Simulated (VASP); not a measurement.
# ReB (Cmcm) in VASP: single point with PBEsol

Aim: the single point of ReB with PBEsol.

All numbers are computed with VASP 6.6.1; they aren't measurements. Logs are shortened: lines on timing, memory, paths and dates and some standing lists are left out, and cuts for length are marked.

### 1 The crystal as given

The structure is orthorhombic, space group Cmcm (No. 63). Conventional cell: a = 3.120 Å, b = 8.202 Å, c = 3.030 Å, α = 90.00°, β = 90.00°, γ = 90.00°. Re (site symmetry m2m) has 7 B at 2.28 to 2.38 Å as nearest neighbours. Around B (site symmetry m2m) lie 2 B at 1.83 Å.

The cell was built by a generator and needn't be a form met in nature.

### 2 Single point, PBEsol

INCAR

```
PREC = Accurate
ENCUT = 520
EDIFF = 1E-6
ISMEAR = -1
SIGMA = 0.0674
LREAL = F
LASPH = T
NELM = 100
ALGO = Fast
ISIF = 2
LWAVE = F
LCHARG = F
GGA = PS
NBANDS = 18
```

KPOINTS

```
Automatic mesh
0
Gamma
  9 9 9
```

POSCAR

```
ReB
1.0
    3.1195051700      0.0000000000      0.0000000000
    1.5597520800     -4.1008707800      0.0000000000
    0.0000000000      0.0000000000     -3.0295349600
Re B
2 2
Direct
    0.1475000000      0.7050000000      0.7500000000
    0.8525000000      0.2950000000      0.2500000000
    0.4375700000      0.1248600000      0.7500000000
    0.5624300000      0.8751400000      0.2500000000
```

Potentials or basis: VASP PAW PBE potentials, release 64 (Re, B).

Command:

```sh
$ cat potpaw_PBE.64/Re/POTCAR potpaw_PBE.64/B/POTCAR > POTCAR
$ mpirun -np 1 vasp_std > vasp.out
```

OUTCAR:

```text
PREC = Accurate
   ENCUT = 520
   EDIFF = 1E-6
   ISMEAR = -1
   LREAL = F
   LASPH = T
   NELM = 100
   ISIF = 2
   GGA = PS

 ion  position               nearest neighbor table
   1  0.148  0.705  0.750-   4 2.28   4 2.28   4 2.28   4 2.28   3 2.32   3 2.32   3 2.38   2 2.75
                             2 2.75   2 2.75   2 2.75   2 2.85   2 2.85
   2  0.852  0.295  0.250-   3 2.28   3 2.28   3 2.28   3 2.28   4 2.32   4 2.32   4 2.38   1 2.75
                             1 2.75   1 2.75   1 2.75   1 2.85   1 2.85
   3  0.438  0.125  0.750-   4 1.83   4 1.83   2 2.28   2 2.28   2 2.28   2 2.28   1 2.32   1 2.32
                             1 2.38
   4  0.562  0.875  0.250-   3 1.83   3 1.83   1 2.28   1 2.28   1 2.28   1 2.28   2 2.32   2 2.32
                             2 2.38

  LATTYP: Found a base centered orthorhombic cell.
 ALAT       =     3.1195051700
 B/A-ratio  =     2.6291803068
 C/A-ratio  =     0.9711588200

  Lattice vectors:

 A1 = (   1.5597530900,   4.1008707800,   0.0000000000)
 A2 = (   1.5597520800,  -4.1008707800,   0.0000000000)
 A3 = (   0.0000000000,   0.0000000000,  -3.0295349600)

Analysis of symmetry for initial positions (statically):
=====================================================================
 Subroutine PRICEL returns:
 Original cell was already a primitive cell.

 Routine SETGRP: Setting up the symmetry group for a
 base centered orthorhombic supercell.

 Subroutine GETGRP returns: Found  8 space group operations
 (whereof  4 operations were pure point group operations)
 out of a pool of  8 trial point group operations.

The static configuration has the point symmetry C_2h.
 The point group associated with its full space group is D_2h.

Analysis of symmetry for dynamics (positions and initial velocities):
=====================================================================
 Subroutine PRICEL returns:
 Original cell was already a primitive cell.

 Routine SETGRP: Setting up the symmetry group for a
 base centered orthorhombic supercell.

 Subroutine GETGRP returns: Found  8 space group operations
 (whereof  4 operations were pure point group operations)
 out of a pool of  8 trial point group operations.

The dynamic configuration has the point symmetry C_2h.
 The point group associated with its full space group is D_2h.

 Subroutine INISYM returns: Found  8 space group operations
 (whereof  4 operations are pure point group operations),
 and found     1 'primitive' translations

----------------------------------------------------------------------------------------

                                     Primitive cell

  volume of cell :      38.7559

  direct lattice vectors                    reciprocal lattice vectors
     3.119505170  0.000000000  0.000000000     0.320563662  0.121925285  0.000000000
     1.559752080 -4.100870780  0.000000000     0.000000000 -0.243850649  0.000000000
     0.000000000  0.000000000 -3.029534960     0.000000000  0.000000000 -0.330083664

  length of vectors
     3.119505170  4.387478513  3.029534960     0.342967690  0.243850649  0.330083664

  position of ions in fractional coordinates (direct lattice)
     0.147500000  0.705000000  0.750000000
     0.852500000  0.295000000  0.250000000
     0.437570000  0.124860000  0.750000000
     0.562430000  0.875140000  0.250000000

  ion indices of the primitive-cell ions
   primitive index   ion index
                 1           1
                 2           2
                 3           3
                 4           4

----------------------------------------------------------------------------------------

 KPOINTS: Automatic mesh

Automatic generation of k-mesh.
 Grid dimensions read from file:
 generate k-points for:    9    9    9

 Generating k-lattice:

  Cartesian coordinates                     Fractional coordinates (reciprocal lattice)
     0.035618185  0.013547254  0.000000000     0.111111111  0.000000000  0.000000000
     0.000000000 -0.027094517  0.000000000     0.000000000  0.111111111  0.000000000
     0.000000000  0.000000000 -0.036675963     0.000000000  0.000000000  0.111111111

  Length of vectors
     0.038107521  0.027094517  0.036675963

  Shift w.r.t. Gamma in fractional coordinates (k-lattice)
     0.000000000  0.000000000  0.000000000

 Subroutine IBZKPT returns following result:
 ===========================================

 Found    125 irreducible k-points:

 Following reciprocal coordinates:
            Coordinates               Weight
  0.000000  0.000000  0.000000      1.000000
  0.111111 -0.000000  0.000000      4.000000
  0.222222 -0.000000  0.000000      4.000000
  0.333333 -0.000000  0.000000      4.000000
  0.444444 -0.000000  0.000000      4.000000
  0.000000  0.111111  0.000000      2.000000
[... 16 lines left out ...]
 -0.111111  0.333333  0.000000      4.000000
  0.000000  0.444444  0.000000      2.000000
 [... further k-points ...]
   k-points           NKPTS =    125   k-points in BZ     NKDIM =    125   number of bands    NBANDS=     18
   number of dos      NEDOS =    301   number of ions     NIONS =      4
   total plane-waves  NPLWV =  20736
   dimension x,y,z NGX =    24 NGY =   36 NGZ =   24
   dimension x,y,z NGXF=    48 NGYF=   72 NGZF=   48
   ions per type =               2   2
   NGX,Y,Z   is equivalent  to a cutoff of  12.79, 13.64, 13.17 a.u.
   NGXF,Y,Z  is equivalent  to a cutoff of  25.58, 27.28, 26.34 a.u.
 SYSTEM =  unknown system
   PREC   = accura    normal or accurate (medium, high low for compatibility)
   ISTART =      0    job   : 0-new  1-cont  2-samecut
   ICHARG =      2    charge: 1-file 2-atom 10-const
   ISPIN  =      1    spin polarized calculation?
   LNONCOLLINEAR =      F non collinear calculations
   LSORBIT =      F    spin-orbit coupling
   LASPH  =      T    aspherical Exc in radial PAW
   ENCUT  =  520.0 eV  38.22 Ry    6.18 a.u.   5.80  8.16  5.63*2*pi/ulx,y,z
   NELM   =    100;   NELMIN=  2; NELMDL= -5     # of ELM steps
   EDIFF  = 0.1E-05   stopping-criterion for ELM
   LREAL  =      F    real-space projection
   EDIFFG = 0.1E-04   stopping-criterion for IOM
   NSW    =      0    number of steps for IOM
   IBRION =     -1    ionic relax: 0-MD 1-quasi-New 2-CG
   NFREE  =      0    steps in history (QN), initial steepest desc. (CG)
   ISIF   =      2    stress and relaxation
   ISYM   =      2    0-nonsym 1-usesym 2-fastsym
   POTIM  = 0.5000    time-step for ionic-motion
   TEBEG  =    0.0;   TEEND  =   0.0 temperature during run
   PSTRESS=    0.0 pullay stress
   NELECT =      20.0000    total number of electrons
   NUPDOWN=      -1.0000    fix difference up-down
   EMIN   =  10.00;   EMAX   =-10.00  energy-range for DOS
   EFERMI =   0.00;   METHOD = LEGACY
   ISMEAR =    -1;   SIGMA  =   0.07  broadening in eV -4-tet -1-fermi 0-gaus
   EFERMI_NEDOS =   21; number of points for ismear=-14 and -15
   IALGO  =     68    algorithm
   IMIX   =      4    mixing-type and parameters
     AMIX     =   0.40;   BMIX     =  1.00
     AMIX_MAG =   1.60;   BMIX_MAG =  1.00
  volume/ion in A,a.u.               =       9.69        65.38
  Fermi-wavevector in a.u.,A,eV,Ry     =   1.313124  2.481444 23.460435  1.724293
  Thomas-Fermi vector in A             =   2.443468
   LORBIT       =      0    0 simple, 1 ext, 2 COOP (PROOUT), +10 PAW based schemes
   GGA     = PS    functional components
   LHFCALC =     F    Hartree Fock is set to
   AEXX    =    0.0000 exact exchange contribution
   IVDW    =     0    specifies the selected vdW correction
   LEPSILON=     F    determine dielectric tensor
   LRPA    =     F    only Hartree local field effects (RPA)
 non-spin polarized calculation
 RMM-DIIS sequential band-by-band and
  energy-cutoff  :      520.00
  volume of cell :       38.76
 maximum number of plane-waves:      1062
   NGX = 11   NGY = 17   NGZ = 11

 number of electron      19.9999999 magnetization

 Free energy of the ion-electron system (eV)
  ---------------------------------------------------
  ext. energy  EPLUGINS =         0.00000000
  ---------------------------------------------------
  free energy    TOTEN  =       -40.97003574 eV

  energy without entropy =      -40.93608320  energy(sigma->0) =      -40.95305947

 E-fermi :  10.1673     XC(G=0): -13.8918

 val. band max:       10.1624314664   @ k =  -0.4444   0.2222   0.0000
 cond. band min:      10.1834683144   @ k =  -0.1111   0.3333   0.3333
 fundamental gap:      0.0210368480
 Fermi energy:        10.1673424171

 k-point     1 :       0.0000    0.0000    0.0000
  band No.  band energies     occupation
      1      -5.0019      2.00000
      2       0.2306      2.00000
      3       3.4013      2.00000
      4       4.3755      2.00000
      5       4.5171      2.00000
      6       4.8895      2.00000
[... 10 lines left out ...]
     17      17.6765      0.00000
     18      18.1414      0.00000

 k-point     2 :       0.1111   -0.0000    0.0000
  band No.  band energies     occupation
      1      -4.7535      2.00000
      2       0.3948      2.00000
      3       2.8962      2.00000
      4       3.5879      2.00000
      5       4.9532      2.00000
      6       5.7614      2.00000
[... 10 lines left out ...]
     17      17.2527      0.00000
     18      18.1592      0.00000

 k-point     3 :       0.2222   -0.0000    0.0000
  band No.  band energies     occupation
      1      -4.0716      2.00000
      2       0.6759      2.00000
      3       1.8670      2.00000
      4       3.8891      2.00000
      5       4.7629      2.00000
      6       5.9438      2.00000
[... 10 lines left out ...]
     17      17.0011      0.00000
     18      18.7139      0.00000

 k-point     4 :       0.3333   -0.0000    0.0000
  band No.  band energies     occupation
      1      -3.1781      2.00000
      2       0.3608      2.00000
      3       2.0723      2.00000
      4       3.9003      2.00000
      5       4.0755      2.00000
      6       5.7511      2.00000
[... 375 lines left out ...]
      4       3.8786      2.00000
      5       3.9346      2.00000
      6       4.8206      2.00000
[... 10 lines left out ...]
     17      17.2312      0.00000
     18      18.3911      0.00000

 k-point    23 :      -0.1111    0.3333    0.0000
  band No.  band energies     occupation
      1      -3.6906      2.00000
      2      -0.5735      2.00000
      3       3.3744      2.00000
      4       3.6624      2.00000
      5       4.4479      2.00000
      6       4.4576      2.00000
[... 10 lines left out ...]
     17      16.4011      0.00000
     18      16.4372      0.00000

 k-point    24 :       0.0000    0.4444    0.0000
  band No.  band energies     occupation
      1      -3.6449      2.00000
      2      -0.9697      2.00000
      3       3.4450      2.00000
      4       3.5795      2.00000
      5       4.4642      2.00000
      6       4.7037      2.00000
[... 10 lines left out ...]
     17      15.4891      0.00000
     18      15.8265      0.00000

 [... further k-points ...]
[... 5 lines left out ...]
  --------------------------------------------------------------------------------------
  -------------------------------------------------------------------------------------
  Total        3.2464201      3.0522560      1.8130217      0.0000004      0.0000000      0.0000000
  in kB      134.2077324    126.1809468     74.9507215      0.0000155      0.0000000      0.0000000
  external PRESSURE =     111.7798002 kB  Pullay stress =       0.0000000 kB

 VOLUME and BASIS-vectors are now :
 -----------------------------------------------------------------------------
  energy-cutoff  :      520.00
  volume of cell :       38.76
      direct lattice vectors                 reciprocal lattice vectors
     3.119505170  0.000000000  0.000000000     0.320563662  0.121925285  0.000000000
     1.559752080 -4.100870780  0.000000000     0.000000000 -0.243850649  0.000000000
     0.000000000  0.000000000 -3.029534960     0.000000000  0.000000000 -0.330083664

 POSITION                                       TOTAL-FORCE (eV/Angst)
 -----------------------------------------------------------------------------------
      1.55975     -2.89111     -2.27215        -0.000000     -2.082731     -0.000000
      3.11951     -1.20976     -0.75738         0.000000      2.082731     -0.000000
      1.55975     -0.51203     -2.27215        -0.000000     -0.109433      0.000000
      3.11950     -3.58884     -0.75738         0.000000      0.109433     -0.000000
 -----------------------------------------------------------------------------------
    total drift:                                0.000000      0.000000      0.000000

  FREE ENERGIE OF THE ION-ELECTRON SYSTEM (eV)
  ---------------------------------------------------
  free  energy   TOTEN  =       -40.9700357414 eV

  energy  without entropy=      -40.9360832043  energy(sigma->0) =      -40.95305947
```

Run time: 73 s. Hardware: 1 thread of Intel Xeon Platinum 8488C (Sapphire Rapids), shared host; peak memory 0.21 GiB.

Results:

```
Free energy            : -40.9700 eV
Pressure               : 11.2 GPa
Largest force          : 2.083 eV/Å
Band gap on the k mesh : none (metal or under the smearing width)
```

Forces in eV/Å, atoms in the order of the input:
```
Re   0.000 -2.083  0.000
Re   0.000  2.083  0.000
B    0.000 -0.109  0.000
B    0.000  0.109  0.000
```

Stress tensor (GPa, compression positive):
```
13.42  0.00  0.00
 0.00 12.62  0.00
 0.00  0.00  7.50
```

Caveat: the PAW data sets were made with another functional, which shifts forces and pressure a little. Spin-orbit coupling is left out, which matters for the levels of Re.
